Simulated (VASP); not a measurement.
Level of theory: vdW-DF2, VASP's PBE PAW potentials (set 64) (plane waves; VASP).

VASP ran on this input.

POSCAR:
```
Y
1
    1.8250000000    -3.1609930000     0.0000000000
    1.8250000000     3.1609930000     0.0000000000
    0.0000000000     0.0000000000     5.7300000000
Y
2
Direct
  0.3333330000   0.6666670000   0.2500000000
  0.6666670000   0.3333330000   0.7500000000
```

File KPOINTS:
```
Automatic mesh
0
Gamma
10 10 6
0 0 0
```

**INCAR**
```
SYSTEM = Y
PREC = Accurate; ENCUT = 520; LREAL = .FALSE.
LASPH = .TRUE.
EDIFF = 1E-6; NELM = 100; ALGO = Normal
LMAXMIX = 4
ISMEAR = 1; SIGMA = 0.1
GGA = ML; LUSE_VDW = .TRUE.; AGGAC = 0.0
ZAB_VDW = -1.8867
IBRION = 2; NSW = 60; ISIF = 3
EDIFFG = -0.01
LWAVE = .FALSE.; LCHARG = .FALSE.
```

POTCAR, in this order: Y_sv (PBE.64 set). Program: vasp_std.

The run wrote:

### OUTCAR
```
 ion  position               nearest neighbor table
   1  0.333  0.667  0.250-   2 3.56   2 3.56   2 3.56   2 3.56   2 3.56   2 3.56
   2  0.667  0.333  0.750-   1 3.56   1 3.56   1 3.56   1 3.56   1 3.56   1 3.56
  LATTYP: Found a hexagonal cell.
 ALAT       =     3.6500002392
 C/A-ratio  =     1.5698629108
 Subroutine PRICEL returns:
 Original cell was already a primitive cell.
 Subroutine GETGRP returns: Found 24 space group operations
The static configuration has the point symmetry D_3d.
 The point group associated with its full space group is D_6h.
The dynamic configuration has the point symmetry D_3d.
 Subroutine INISYM returns: Found 24 space group operations
 Subroutine IBZKPT returns following result:
 Found     56 irreducible k-points:

 Following reciprocal coordinates:
            Coordinates               Weight
  0.000000  0.000000  0.000000      1.000000
  0.100000 -0.000000  0.000000      6.000000
  0.200000 -0.000000  0.000000      6.000000
  0.300000 -0.000000  0.000000      6.000000
  0.400000 -0.000000  0.000000      6.000000
  0.500000  0.000000  0.000000      3.000000
  0.100000  0.100000  0.000000      6.000000
  0.200000  0.100000  0.000000     12.000000
  0.300000  0.100000  0.000000     12.000000
  0.400000  0.100000  0.000000     12.000000
  0.200000  0.200000  0.000000      6.000000
  0.300000  0.200000  0.000000     12.000000
  0.400000  0.200000  0.000000      6.000000
  0.300000  0.300000  0.000000      6.000000
  0.000000  0.000000  0.166667      2.000000
  0.100000 -0.000000  0.166667     12.000000
  0.200000 -0.000000  0.166667     12.000000
  0.300000 -0.000000  0.166667     12.000000
  0.400000 -0.000000  0.166667     12.000000
  0.500000  0.000000  0.166667      6.000000
  0.100000  0.100000  0.166667     12.000000
  0.200000  0.100000  0.166667     24.000000
  0.300000  0.100000  0.166667     24.000000
  0.400000  0.100000  0.166667     24.000000
  0.200000  0.200000  0.166667     12.000000
  0.300000  0.200000  0.166667     24.000000
  0.400000  0.200000  0.166667     12.000000
  0.300000  0.300000  0.166667     12.000000
  0.000000  0.000000  0.333333      2.000000
  0.100000 -0.000000  0.333333     12.000000
  0.200000 -0.000000  0.333333     12.000000
  0.300000 -0.000000  0.333333     12.000000
  0.400000 -0.000000  0.333333     12.000000
  0.500000  0.000000  0.333333      6.000000
  0.100000  0.100000  0.333333     12.000000
  0.200000  0.100000  0.333333     24.000000
  0.300000  0.100000  0.333333     24.000000
  0.400000  0.100000  0.333333     24.000000
  0.200000  0.200000  0.333333     12.000000
  0.300000  0.200000  0.333333     24.000000
   k-points           NKPTS =     56   k-points in BZ     NKDIM =     56   number of bands    NBANDS=     15
   number of dos      NEDOS =    301   number of ions     NIONS =      2
   total plane-waves  NPLWV =  37632
   dimension x,y,z NGX =    28 NGY =   28 NGZ =   48
   dimension x,y,z NGXF=    56 NGYF=   56 NGZF=   96
   ions per type =               2
   PREC   = accura    normal or accurate (medium, high low for compatibility)
   ISTART =      0    job   : 0-new  1-cont  2-samecut
   ICHARG =      2    charge: 1-file 2-atom 10-const
   ISPIN  =      1    spin polarized calculation?
   LNONCOLLINEAR =      F non collinear calculations
   LSORBIT =      F    spin-orbit coupling
   INIWAV =      1    electr: 0-lowe 1-rand  2-diag
   ENCUT  =  520.0 eV  38.22 Ry    6.18 a.u.   6.79  6.79 10.65*2*pi/ulx,y,z
   NELM   =    100;   NELMIN=  2; NELMDL= -5     # of ELM steps
   EDIFF  = 0.1E-05   stopping-criterion for ELM
   LREAL  =      F    real-space projection
...
```

File OSZICAR:
```
       N       E                     dE             d eps       ncg     rms          rms(c)
DAV:   1     0.919811291348E+02    0.91981E+02   -0.11579E+04  1688   0.139E+03
DAV:   2     0.371641395728E+00   -0.91609E+02   -0.90646E+02  2087   0.284E+02
DAV:   3    -0.713678014879E+01   -0.75084E+01   -0.74245E+01  3185   0.478E+01
DAV:   4    -0.729449455943E+01   -0.15771E+00   -0.15767E+00  1870   0.795E+00
DAV:   5    -0.729979022037E+01   -0.52957E-02   -0.52957E-02  2532   0.105E+00    0.319E+01
DAV:   6    -0.707174870009E+01    0.22804E+00   -0.37667E-01  1694   0.468E+00    0.197E+01
DAV:   7    -0.706164991208E+01    0.10099E-01   -0.70389E-01  2150   0.615E+00    0.178E+00
DAV:   8    -0.705646215414E+01    0.51878E-02   -0.15174E-01  2072   0.248E+00    0.132E+00
DAV:   9    -0.705514265426E+01    0.13195E-02   -0.31816E-03  2448   0.427E-01    0.327E-01
DAV:  10    -0.705527188102E+01   -0.12923E-03   -0.17360E-03  1775   0.436E-01    0.334E-01
DAV:  11    -0.705522809121E+01    0.43790E-04   -0.12726E-04  1883   0.101E-01    0.705E-02
DAV:  12    -0.705523888010E+01   -0.10789E-04   -0.12668E-05  2075   0.348E-02    0.133E-02
DAV:  13    -0.705524393535E+01   -0.50553E-05   -0.37677E-06  1442   0.188E-02    0.526E-03
DAV:  14    -0.705524389677E+01    0.38582E-07   -0.13671E-07  1022   0.425E-03
   1 F= -.70552439E+01 E0= -.70563402E+01  d E =-.705524E+01
       N       E                     dE             d eps       ncg     rms          rms(c)
DAV:   1    -0.719247310690E+01   -0.13723E+00   -0.29377E+00  2359   0.123E+01    0.258E+00
DAV:   2    -0.707690391157E+01    0.11557E+00   -0.31587E-01  2123   0.402E+00    0.120E+00
DAV:   3    -0.705116531974E+01    0.25739E-01   -0.26811E-01  2801   0.278E+00    0.774E-01
DAV:   4    -0.705412929125E+01   -0.29640E-02   -0.14512E-02  1953   0.741E-01    0.523E-01
DAV:   5    -0.706058843160E+01   -0.64591E-02   -0.11155E-02  2938   0.466E-01    0.243E-01
DAV:   6    -0.706035015237E+01    0.23828E-03   -0.81305E-04  2350   0.203E-01    0.145E-01
DAV:   7    -0.706048653353E+01   -0.13638E-03   -0.18053E-04  2039   0.974E-02    0.731E-02
DAV:   8    -0.706053803678E+01   -0.51503E-04   -0.83433E-05  2241   0.511E-02    0.160E-02
DAV:   9    -0.706053946779E+01   -0.14310E-05   -0.30386E-06  1682   0.113E-02    0.122E-02
DAV:  10    -0.706054009257E+01   -0.62478E-06   -0.21933E-07   882   0.354E-03
   2 F= -.70605401E+01 E0= -.70618290E+01  d E =-.529620E-02
       N       E                     dE             d eps       ncg     rms          rms(c)
DAV:   1    -0.706286601103E+01   -0.23265E-02   -0.49534E-02  2368   0.160E+00    0.328E-01
DAV:   2    -0.706095402623E+01    0.19120E-02   -0.49081E-03  2097   0.514E-01    0.155E-01
DAV:   3    -0.706052058018E+01    0.43345E-03   -0.42854E-03  2773   0.357E-01    0.956E-02
DAV:   4    -0.706057078045E+01   -0.50200E-04   -0.27523E-04  1982   0.990E-02    0.610E-02
DAV:   5    -0.706065981244E+01   -0.89032E-04   -0.17696E-04  2973   0.563E-02    0.285E-02
DAV:   6    -0.706065471649E+01    0.50960E-05   -0.12268E-05  1929   0.239E-02    0.168E-02
DAV:   7    -0.706065714041E+01   -0.24239E-05   -0.30326E-06  1498   0.139E-02    0.437E-03
DAV:   8    -0.706065684413E+01    0.29628E-06   -0.71925E-07   917   0.725E-03
   3 F= -.70606568E+01 E0= -.70619358E+01  d E =-.541295E-02
       N       E                     dE             d eps       ncg     rms          rms(c)
DAV:   1    -0.706326062657E+01   -0.26035E-02   -0.11952E-01  1680   0.278E+00    0.271E-01
DAV:   2    -0.706180242499E+01    0.14582E-02   -0.45599E-03  1919   0.478E-01    0.155E-01
DAV:   3    -0.706110983463E+01    0.69259E-03   -0.24962E-03  2353   0.345E-01    0.101E-01
DAV:   4    -0.706113726580E+01   -0.27431E-04   -0.16580E-04  2256   0.759E-02    0.596E-02
DAV:   5    -0.706114281406E+01   -0.55483E-05   -0.47328E-05  2323   0.405E-02    0.123E-02
DAV:   6    -0.706114199728E+01    0.81679E-06   -0.21988E-06  1476   0.116E-02
   4 F= -.70611420E+01 E0= -.70624254E+01  d E =-.485153E-03
       N       E                     dE             d eps       ncg     rms          rms(c)
DAV:   1    -0.706199864944E+01   -0.85584E-03   -0.45054E-02  1680   0.171E+00    0.166E-01
DAV:   2    -0.706145028086E+01    0.54837E-03   -0.17213E-03  1911   0.294E-01    0.960E-02
DAV:   3    -0.706118945817E+01    0.26082E-03   -0.94002E-04  2345   0.212E-01    0.620E-02
DAV:   4    -0.706119988374E+01   -0.10426E-04   -0.62853E-05  2271   0.467E-02    0.366E-02
DAV:   5    -0.706120117274E+01   -0.12890E-05   -0.17878E-05  2307   0.249E-02    0.769E-03
DAV:   6    -0.706120054775E+01    0.62499E-06   -0.71481E-07   882   0.712E-03
   5 F= -.70612005E+01 E0= -.70624722E+01  d E =-.543704E-03
```

### OUTCAR
```
------------------------ aborting loop because EDIFF is reached ----------------------------------------
  FORCE on cell =-STRESS in cart. coord.  units (eV):
  Direction    XX          YY          ZZ          XY          YZ          ZX
  --------------------------------------------------------------------------------------
  Total       -0.0025992     -0.0025992      0.0062628     -0.0000000      0.0000000      0.0000000
  in kB       -0.0617319     -0.0617319      0.1487420     -0.0000000      0.0000000      0.0000000
  external PRESSURE =       0.0084261 kB  Pullay stress =       0.0000000 kB
  volume of cell :       67.46
      direct lattice vectors                 reciprocal lattice vectors
     1.847611728 -3.200157673  0.000000000     0.270619629 -0.156242302 -0.000000000
     1.847611728  3.200157673 -0.000000000     0.270619629  0.156242302 -0.000000000
     0.000000000  0.000000000  5.704720413     0.000000000  0.000000000  0.175293429
 POSITION                                       TOTAL-FORCE (eV/Angst)
 -----------------------------------------------------------------------------------
      1.84761      1.06672      1.42618        -0.000000     -0.000000      0.000000
      1.84761     -1.06672      4.27854         0.000000      0.000000      0.000000
 -----------------------------------------------------------------------------------
    total drift:                               -0.000000      0.000529     -0.000010
  FREE ENERGIE OF THE ION-ELECTRON SYSTEM (eV)
  ---------------------------------------------------
  free  energy   TOTEN  =        -7.0612005477 eV

  energy  without entropy=       -7.0650153844  energy(sigma->0) =       -7.06247216

 reached required accuracy - stopping structural energy minimisation
```
(Selected blocks of OUTCAR.)

File CONTCAR:
```
Y
   1.00000000000000
     1.8476117283414077   -3.2001576726164194    0.0000000000000000
     1.8476117283414077    3.2001576726164194   -0.0000000000000000
     0.0000000000000000    0.0000000000000000    5.7047204126879594
  Y
     2
Direct
     0.3333330000000032    0.6666669999999968    0.2500000000000000
     0.6666669999999968    0.3333330000000032    0.7500000000000000
```

Energy and stress use the plane-wave basis of the starting cell.

The compound is Y in the hcp structure. This run relaxes it. Symmetry was kept, so distortions that lower it aren't found.
